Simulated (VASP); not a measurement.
An input for Quantum ESPRESSO's pw.x (written as the equivalent of a VASP run, and not itself run):

```
&CONTROL
  calculation = 'scf'
  pseudo_dir = './pseudo'
  outdir = './out'
  tprnfor = .true.
  tstress = .true.
/
&SYSTEM
  ibrav = 0
  nat = 2
  ntyp = 1
  ecutwfc = 84
  occupations = 'smearing'
  smearing = 'methfessel-paxton'
  degauss = 0.00735
  input_dft = 'pbe'
/
&ELECTRONS
  conv_thr = 7.3e-08
  electron_maxstep = 100
/
ATOMIC_SPECIES
  Ru 101.070 Ru.upf
CELL_PARAMETERS angstrom
     1.3821000   -2.3938680    0.0000000
     1.3821000    2.3938680    0.0000000
     0.0000000    0.0000000    4.3656000
ATOMIC_POSITIONS crystal
  Ru   0.3333330  0.6666670  0.2500000
  Ru   0.6666670  0.3333330  0.7500000
K_POINTS automatic
  7 7 4 0 0 0
```

**Question.** Write the VASP files for the same calculation (PBE).

**Answer.** One answer among several that fit: 
POSCAR:
```
Ru
1
    1.3821000000    -2.3938680000     0.0000000000
    1.3821000000     2.3938680000     0.0000000000
    0.0000000000     0.0000000000     4.3656000000
Ru
2
Direct
  0.3333330000   0.6666670000   0.2500000000
  0.6666670000   0.3333330000   0.7500000000
```

INCAR:
```
SYSTEM = Ru
PREC = Accurate
ENCUT = 400
EDIFF = 1E-6
NELM = 100
ALGO = Normal
LREAL = .FALSE.
LASPH = .TRUE.
ISMEAR = 1
SIGMA = 0.1
GGA = PE
LMAXMIX = 4
LWAVE = .FALSE.
LCHARG = .FALSE.
ISIF = 2
```

File KPOINTS:
```
Automatic mesh
0
Gamma
7 7 4
0 0 0
```

POTCAR, in this order: Ru_pv (PBE.64 set). Program: vasp_std.

What does not carry over: the potentials are each code's own (VASP's PAW set, PseudoDojo norm-conserving files in pw.x), so ENCUT and ecutwfc are chosen apart and not converted; conv_thr bounds pw.x's estimated SCF error, while EDIFF bounds the energy change between steps.

The compound is Ru in the hcp structure. The cell was not relaxed at this level. The k-mesh is coarse (spacing up to 0.37 per Å, 2π included), so the numbers may not be converged in it. The run is one of a series of settings (KPOINTS 7×7×4 Γ-centred mesh against the base run), some of them coarse on purpose.
